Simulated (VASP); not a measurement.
Consider the following.

```
GaSb
1.0
    0.00000     2.99865     2.99865
    2.99865     0.00000     2.99865
    2.99865     2.99865     0.00000
Ga Sb
1 1
Direct
  0.00000   0.00000   0.00000
  0.25000   0.25000   0.25000
```

Method: revTPSS meta-GGA, VASP's PBE PAW potentials (set 64) (plane waves; VASP 6.6.1). Run with 520 eV cut-off, 8×8×8 Γ-centred mesh, Gaussian smearing of 0.050 eV, potentials Ga_d Sb.

Question: Give the stress tensor in GPa (positive for a compressed cell).

Answer: 
```
3.64  0.00  0.00
0.00  3.64  0.00
0.00  0.00  3.64
```
The pressure is its mean diagonal, 3.64 GPa.

The compound is GaSb in the zinc blende structure. This cell is one point of a volume scan, at 0.94 of the reference volume.
